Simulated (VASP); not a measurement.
Input of a VASP 6.6.1 run:

POSCAR

```
HCBrClF
1.0
   12.0000000000      0.0000000000      0.0000000000
    0.0000000000     12.0000000000      0.0000000000
    0.0000000000      0.0000000000     12.0000000000
F C Cl Br H
1 1 1 1 1
Cartesian
    5.5128999600      6.1545999600      7.2753500400
    6.0314000400      6.0915000000      6.0423500400
    7.3779000000      4.9694000400      6.0214500000
    4.6481000400      5.5767000000      4.7926500000
    6.3885999600      7.0725999600      5.7401499600
```

File INCAR.step1:

```
  PREC = Accurate
  ENCUT = 520
  EDIFF = 1E-5
  ISMEAR = 0
  SIGMA = 0.01
  LREAL = F
  LASPH = T
  NELM = 100
  ALGO = Normal
  ISIF = 2
  LWAVE = T
  LCHARG = F
  GGA = PE
```

File INCAR.step2:

```
  PREC = Accurate
  ENCUT = 520
  EDIFF = 1E-6
  ISMEAR = 0
  SIGMA = 0.01
  LREAL = F
  LASPH = T
  NELM = 100
  ALGO = Normal
  ISIF = 2
  LWAVE = F
  LCHARG = F
  GGA = B3
  LHFCALC = T
  AEXX = 0.2
  AGGAX = 0.72
  AGGAC = 0.81
  ALDAC = 0.19
  PRECFOCK = Fast
  IVDW = 13
  ISTART = 1
```

File KPOINTS:

```
Automatic mesh
0
Gamma
  1 1 1
```

Potentials or basis: VASP PAW PBE potentials, release 64 (F, C, Cl, Br, H).

The run is started by

```console
$ cat potpaw_PBE.64/F/POTCAR potpaw_PBE.64/C/POTCAR potpaw_PBE.64/Cl/POTCAR potpaw_PBE.64/Br/POTCAR potpaw_PBE.64/H/POTCAR > POTCAR
$ cp INCAR.step1 INCAR
$ mpirun -np 1 vasp_gam > vasp.out
$ cp INCAR.step2 INCAR
$ mpirun -np 1 vasp_gam > vasp.out
```

**Question.** Predict the gap between the frontier levels.

**Answer.** 6.96 eV.

**Question.** What does it give for the largest force?

**Answer.** 0.852 eV/Å.

Forces in eV/Å, atoms in the order of the input:
```
F   -0.330  0.060  0.783
C    0.459  0.252 -0.600
Cl   0.194 -0.139  0.011
Br  -0.280 -0.082 -0.239
H   -0.043 -0.092  0.045
```

Caveat: the PAW data sets were made with another functional, which shifts forces and pressure a little.
